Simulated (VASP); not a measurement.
Input:

```
CELL_PARAMETERS angstrom
      0.00000     1.99442     1.99442
      1.99442     0.00000     1.99442
      1.99442     1.99442     0.00000
ATOMIC_POSITIONS crystal
  Pt 0.00000 0.00000 0.00000
```

These are RPBE GGA, VASP's PBE PAW potentials (set 64) (plane waves; VASP 6.6.1) values and carry that method's errors. Run with 520 eV cut-off, Gaussian smearing of 0.050 eV, potentials Pt.

Question: Give the energies of bands 1 to 6 at the high-symmetry points, in eV from the Fermi level.

Answer: 
```json
[
 {"band": "1", "Γ": "-9.60", "X": "-6.50", "U": "-5.74", "L": "-6.76", "W": "-5.17"},
 {"band": "2", "Γ": "-3.46", "X": "-6.07", "U": "-5.01", "L": "-3.51", "W": "-4.16"},
 {"band": "3", "Γ": "-3.46", "X": "0.01", "U": "-2.58", "L": "-3.51", "W": "-4.16"},
 {"band": "4", "Γ": "-3.46", "X": "0.46", "U": "-1.18", "L": "-0.22", "W": "-1.80"},
 {"band": "5", "Γ": "-1.48", "X": "0.46", "U": "-0.14", "L": "0.05", "W": "0.47"},
 {"band": "6", "Γ": "-1.48", "X": "1.93", "U": "5.61", "L": "0.05", "W": "6.84"}
]
```

It has no gap at this level: it comes out as a metal or semimetal.

The compound is Pt in the fcc structure. It was relaxed first, which changed the volume by +5 %.
